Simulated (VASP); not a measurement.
Calculation: PBE GGA, VASP's PBE PAW potentials (set 64) (plane waves; VASP).

VASP ran on this input.

### KPOINTS
```
Automatic mesh
0
Gamma
6 6 6
0 0 0
```

### POSCAR
```
Nb3Sn
1.0
  5.0763921518   0.0000000000   0.0000000000
  0.0000000000   5.0763921518   0.0000000000
  0.0000000000   0.0000000000   5.0763921518
Nb Sn
6 2
Cart
  1.2690980380   0.0000000000   2.5381960759
  2.5381960759   1.2690980380   0.0000000000
  2.5381960759   3.8072941139   5.0763921518
  3.8072941139   0.0000000000   2.5381960759
  5.0763921518   2.5381960759   3.8072941139
  0.0000000000   2.5381960759   1.2690980380
  2.5381960759   2.5381960759   2.5381960759
  0.0000000000   5.0763921518   5.0763921518
```

**INCAR**
```
! general
SYSTEM  = Nb3Sn
PREC    = Accurate
ENCUT   = 500
LREAL   = F
LASPH   = T

! electronic loop
EDIFF   = 1E-6
NELM    = 100
ALGO    = Normal
LMAXMIX = 4

! smearing
ISMEAR  = 1
SIGMA   = 0.1

! functional
GGA     = PE

! ions
IBRION  = 2
NSW     = 40
ISIF    = 3
EDIFFG  = -0.02
PSTRESS = 300

! output
LWAVE   = F
LCHARG  = F
```

POTCAR, in this order: Nb_sv Sn_d (PBE.64 set). Program: vasp_std.

The run wrote:

**OSZICAR**
```
       N       E                     dE             d eps       ncg     rms          rms(c)
DAV:   1     0.182502685351E+04    0.18250E+04   -0.50632E+04  2678   0.227E+03
DAV:   2     0.228215520278E+03   -0.15968E+04   -0.15646E+04  2536   0.837E+02
DAV:   3    -0.372471115360E+02   -0.26546E+03   -0.25499E+03  3372   0.284E+02
DAV:   4    -0.683123949010E+02   -0.31065E+02   -0.30361E+02  3784   0.874E+01
DAV:   5    -0.710008834500E+02   -0.26885E+01   -0.26642E+01  4584   0.218E+01    0.214E+01
DAV:   6    -0.689293268282E+02    0.20716E+01   -0.68396E+00  3665   0.145E+01    0.775E+00
DAV:   7    -0.687219945372E+02    0.20733E+00   -0.17801E+00  4008   0.724E+00    0.273E+00
DAV:   8    -0.687389716246E+02   -0.16977E-01   -0.24820E-01  4050   0.265E+00    0.593E-01
DAV:   9    -0.687407314719E+02   -0.17598E-02   -0.38129E-02  4088   0.108E+00    0.429E-01
DAV:  10    -0.687415339225E+02   -0.80245E-03   -0.63394E-03  4225   0.395E-01    0.645E-02
DAV:  11    -0.687414463438E+02    0.87579E-04   -0.46814E-04  3488   0.114E-01    0.266E-02
DAV:  12    -0.687414329501E+02    0.13394E-04   -0.37331E-05  4224   0.367E-02    0.429E-03
DAV:  13    -0.687414323209E+02    0.62919E-06   -0.30443E-06  2336   0.989E-03
   1 F= -.44246504E+02 E0= -.44246415E+02  d E =-.442465E+02
```

OUTCAR:
```
------------------------ aborting loop because EDIFF is reached ----------------------------------------
  FORCE on cell =-STRESS in cart. coord.  units (eV):
  Direction    XX          YY          ZZ          XY          YZ          ZX
  --------------------------------------------------------------------------------------
  Total       24.4514564     24.4514564     24.4514564      0.0000000      0.0000000      0.0000000
  in kB      299.4675859    299.4675859    299.4675859      0.0000000      0.0000000      0.0000000
  external PRESSURE =      -0.5324141 kB  Pullay stress =     300.0000000 kB
  volume of cell :      130.82
      direct lattice vectors                 reciprocal lattice vectors
     5.076392152  0.000000000  0.000000000     0.196990297  0.000000000  0.000000000
     0.000000000  5.076392152  0.000000000     0.000000000  0.196990297  0.000000000
     0.000000000  0.000000000  5.076392152     0.000000000  0.000000000  0.196990297
 POSITION                                       TOTAL-FORCE (eV/Angst)
 -----------------------------------------------------------------------------------
      1.26910      0.00000      2.53820        -0.000000     -0.000000     -0.000000
      2.53820      1.26910      0.00000        -0.000000     -0.000000     -0.000000
      2.53820      3.80729      0.00000         0.000000      0.000000      0.000000
      3.80729      0.00000      2.53820         0.000000     -0.000000      0.000000
      0.00000      2.53820      3.80729        -0.000000     -0.000000      0.000000
      0.00000      2.53820      1.26910        -0.000000      0.000000     -0.000000
      2.53820      2.53820      2.53820        -0.000000      0.000000      0.000000
      0.00000      0.00000      0.00000        -0.000000      0.000000      0.000000
 -----------------------------------------------------------------------------------
    total drift:                                0.000000     -0.000000      0.000000
  FREE ENERGIE OF THE ION-ELECTRON SYSTEM (eV)
  ---------------------------------------------------
  free  energy   TOTEN  =       -68.7414323209 eV

  energy  without entropy=      -68.7411640521  energy(sigma->0) =      -68.74134290
  enthalpy is  TOTEN    =       -44.2465044834 eV   P V=       24.4949278375

 reached required accuracy - stopping structural energy minimisation
```
(Selected blocks of OUTCAR.)

OUTCAR:
```
 val. band max:       13.2158898872   @ k =   0.3333   0.0000   0.0000

 cond. band min:      13.2180378236   @ k =   0.1667   0.0000   0.0000


 Fermi energy:        13.2164951960

 k-point     1 :       0.0000    0.0000    0.0000
  band No.  band energies     occupation
      1     -41.1677      2.00000
      2     -41.0437      2.00000
      3     -41.0437      2.00000
      4     -40.7082      2.00000
      5     -40.7082      2.00000
      6     -40.7082      2.00000
      7     -18.4587      2.00000
      8     -18.4587      2.00000
      9     -18.2395      2.00000
     10     -17.4795      2.00000
     11     -17.4795      2.00000
     12     -17.4795      2.00000
     13     -16.9533      2.00000
     14     -16.9533      2.00000
     15     -16.9533      2.00000
     16     -16.9051      2.00000
     17     -16.9051      2.00000
     18     -16.9051      2.00000
     19     -16.7750      2.00000
     20     -16.7750      2.00000
     21     -16.7750      2.00000
     22     -15.9739      2.00000
     23     -15.9739      2.00000
     24     -15.9739      2.00000
     25      -7.6969      2.00000
     26      -7.6969      2.00000
     27      -7.6692      2.00000
     28      -7.6692      2.00000
     29      -7.6339      2.00000
     30      -7.6339      2.00000
     31      -7.6339      2.00000
     32      -7.6317      2.00000
     33      -7.6317      2.00000
     34      -7.6317      2.00000
     35       3.3993      2.00000
     36       5.0207      2.00000
     37       9.1111      2.00000
     38       9.1111      2.00000
     39       9.1111      2.00000
     40       9.5340      2.00000
     41       9.5340      2.00000
     42       9.5340      2.00000
     43      10.2085      2.00000
     44      10.2085      2.00000
     45      10.6540      2.00000
     46      11.3163      2.00000
     47      11.3163      2.00000
     48      11.3163      2.00000
     49      11.4743      2.00000
     50      12.5615      2.00000
     51      12.5615      2.00000
...
```

Unless said otherwise, spin-orbit coupling is left out, though it shifts the bands of the heavy elements here.

The compound is Nb3Sn in the A15 structure. It was relaxed first under an external pressure of 30 GPa.
